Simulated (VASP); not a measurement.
A VASP calculation is set up with these files.

**INCAR**
```
AGGAC=0.0
ALGO=Normal
EDIFF=1E-7
EDIFFG=-0.01
ENCUT=520
GGA=CX
IBRION=2
ISIF=4
ISMEAR=1
LASPH=.TRUE.
LCHARG=.FALSE.
LMAXMIX=6
LREAL=.FALSE.
LUSE_VDW=.TRUE.
LWAVE=.FALSE.
NELM=100
NSW=30
PREC=Accurate
SIGMA=0.1
SYSTEM=CuAu
```

**POSCAR**
```
CuAu
1.0
  2.9020638029   0.0000000000   0.0000000000
  0.0000000000   2.9020638029   0.0000000000
  0.0000000000   0.0000000000   3.6135867678
Cu Au
1 1
Cart
  0.0000000000   0.0000000000   0.0000000000
  1.4510319014   1.4510319014   1.8067933839
```

**KPOINTS**
```
Regular mesh
0
G
13 13 10
0 0 0
```

POTCAR, in this order: Cu Au (PBE.64 set). Program: vasp_std.

Write an equivalent input for Quantum ESPRESSO's pw.x.

One equivalent input (not run):
```
&CONTROL
  calculation = 'vc-relax'
  pseudo_dir = './pseudo'
  outdir = './out'
  tprnfor = .true.
  tstress = .true.
  nstep = 30
  forc_conv_thr = 0.00039
/
&SYSTEM
  ibrav = 0
  nat = 2
  ntyp = 2
  ecutwfc = 92
  occupations = 'smearing'
  smearing = 'methfessel-paxton'
  degauss = 0.00735
  input_dft = 'vdw-df-cx'
/
&ELECTRONS
  conv_thr = 7.3e-09
  electron_maxstep = 100
/
&IONS
/
&CELL
  cell_dofree = 'shape'
/
ATOMIC_SPECIES
  Cu 63.546 Cu.upf
  Au 196.967 Au.upf
CELL_PARAMETERS angstrom
     2.9020638    0.0000000   -0.0000000
     0.0000000    2.9020638   -0.0000000
     0.0000000    0.0000000    3.6135868
ATOMIC_POSITIONS crystal
  Cu   0.0000000  0.0000000  0.0000000
  Au   0.5000000  0.5000000  0.5000000
K_POINTS automatic
  13 13 10 0 0 0
```
The two are equivalent in intent, not identical: the potentials are each code's own (VASP's PAW set, PseudoDojo norm-conserving files in pw.x), so ENCUT and ecutwfc are chosen apart and not converted; conv_thr bounds pw.x's estimated SCF error, while EDIFF bounds the energy change between steps; forc_conv_thr acts on force components and is met together with etot_conv_thr.

The compound is CuAu in the L1_0 structure. This cell is one point of a volume scan, at 1.06 of the reference volume. Symmetry was kept, so distortions that lower it aren't found.
